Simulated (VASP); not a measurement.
The input files of a VASP run:

KPOINTS:
```
Automatic mesh
0
Gamma
9 9 9
0 0 0
```

File POSCAR:
```
Sb
1
    3.9573420000    -2.1550000000     0.0000000000
    3.9573420000     2.1550000000     0.0000000000
    2.7838200000     0.0000000000     3.5432930000
Sb
2
Direct
  0.2335000000   0.2335000000   0.2335000000
  0.7665000000   0.7665000000   0.7665000000
```

### INCAR
```
SYSTEM  =  Sb
PREC  =  Accurate; ENCUT  =  520; LREAL  =  .FALSE.
LASPH  =  .TRUE.
EDIFF  =  1E-6; NELM  =  100; ALGO  =  Normal
LMAXMIX  =  4
ISMEAR  =  1; SIGMA  =  0.1
GGA  =  CX; LUSE_VDW  =  .TRUE.; AGGAC  =  0.0
IBRION  =  2; NSW  =  60; ISIF  =  3
EDIFFG  =  -0.01
LWAVE  =  .FALSE.; LCHARG  =  .FALSE.
```

POTCAR, in this order: Sb (PBE.64 set). Program: vasp_std.

Task: Write an equivalent input for Quantum ESPRESSO's pw.x.

Result: One equivalent input (not run):
```
&CONTROL
  calculation = 'vc-relax'
  pseudo_dir = './pseudo'
  outdir = './out'
  tprnfor = .true.
  tstress = .true.
  nstep = 60
  forc_conv_thr = 0.00039
/
&SYSTEM
  ibrav = 0
  nat = 2
  ntyp = 1
  ecutwfc = 80
  occupations = 'smearing'
  smearing = 'methfessel-paxton'
  degauss = 0.00735
  input_dft = 'vdw-df-cx'
/
&ELECTRONS
  conv_thr = 7.3e-08
  electron_maxstep = 100
/
&IONS
/
&CELL
/
ATOMIC_SPECIES
  Sb 121.760 Sb.upf
CELL_PARAMETERS angstrom
     3.9573420   -2.1550000    0.0000000
     3.9573420    2.1550000    0.0000000
     2.7838200    0.0000000    3.5432930
ATOMIC_POSITIONS crystal
  Sb   0.2335000  0.2335000  0.2335000
  Sb   0.7665000  0.7665000  0.7665000
K_POINTS automatic
  9 9 9 0 0 0
```
Limits of the translation: the potentials are each code's own (VASP's PAW set, PseudoDojo norm-conserving files in pw.x), so ENCUT and ecutwfc are chosen apart and not converted; conv_thr bounds pw.x's estimated SCF error, while EDIFF bounds the energy change between steps; forc_conv_thr acts on force components and is met together with etot_conv_thr.

The compound is Sb in the a7 structure. This run relaxes it. Symmetry was kept, so distortions that lower it aren't found.
